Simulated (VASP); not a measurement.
OSZICAR of a VASP run on PbS (rock salt):

OSZICAR:
```
       N       E                     dE             d eps       ncg     rms          rms(c)
DAV:   1     0.159340206960E+03    0.15934E+03   -0.97822E+03   566   0.149E+03
DAV:   2     0.292829851211E+01   -0.15641E+03   -0.15261E+03   626   0.354E+02
DAV:   3    -0.952320762815E+01   -0.12452E+02   -0.12300E+02   716   0.102E+02
DAV:   4    -0.983989969535E+01   -0.31669E+00   -0.31659E+00   636   0.197E+01
DAV:   5    -0.985147337764E+01   -0.11574E-01   -0.11574E-01   782   0.362E+00    0.455E+00
DAV:   6    -0.946332459972E+01    0.38815E+00   -0.11898E+00   822   0.919E+00    0.306E+00
DAV:   7    -0.946031682227E+01    0.30078E-02   -0.11822E-01   602   0.206E+00    0.164E+00
DAV:   8    -0.946020771105E+01    0.10911E-03   -0.11524E-02   626   0.131E+00    0.157E-01
DAV:   9    -0.945995664255E+01    0.25107E-03   -0.21579E-03   860   0.445E-01    0.719E-02
DAV:  10    -0.946002200902E+01   -0.65366E-04   -0.17374E-04   602   0.929E-02    0.303E-02
DAV:  11    -0.946002188161E+01    0.12741E-06   -0.21398E-05   706   0.574E-02    0.873E-03
DAV:  12    -0.946002206949E+01   -0.18788E-06   -0.10424E-06   478   0.144E-02
   1 F= -.94600221E+01 E0= -.94600221E+01  d E =-.946002E+01
```

Q: Which electronic solver shows in the log?

A: It is blocked Davidson (ALGO = Normal, or the opening steps of other solvers). The INCAR had ALGO = Normal.

Q: Can the final energy be trusted as converged?

A: The run converged. It stopped with EDIFF = 1E-6, NELM = 100, NSW = 60 and EDIFFG = -0.01 after 1 ionic step (PBEsol GGA, plane waves, VASP's PBE PAW potentials (set 64)).

The compound is PbS in the rock salt structure. It was relaxed first. The start is the result of an earlier pass.
